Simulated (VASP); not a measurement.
Energy against volume of TiC (rock salt). Level of theory: PBE GGA with D3 dispersion (Becke-Johnson damping), VASP's PBE PAW potentials (set 64) (plane waves; VASP).

```csv
V (Å³/atom),E (eV/atom)
9.294,-9.77320
9.591,-9.79784
9.887,-9.80547
10.184,-9.79848
10.480,-9.77888
```

### Question
Fit a third-order Birch-Murnaghan equation of state.

### Answer

| Item | Value |
|---|---|
| volume per atom | 9.89 Å³/atom |
| bulk modulus | 263 GPa |
| pressure derivative of the bulk modulus | 3.99 |
| lattice constant a | 429.3 pm |

Measured: a 4.330 Å (computed value off by -0.9 %), as given by Guo-Xu Zhang et al., New Journal of Physics (2018), doi:10.1088/1367-2630/aac7f0. The calculation is for a static lattice, while the measured a holds thermal and zero-point effects, which are part of the difference.

The compound is TiC in the rock salt structure. It was relaxed first.
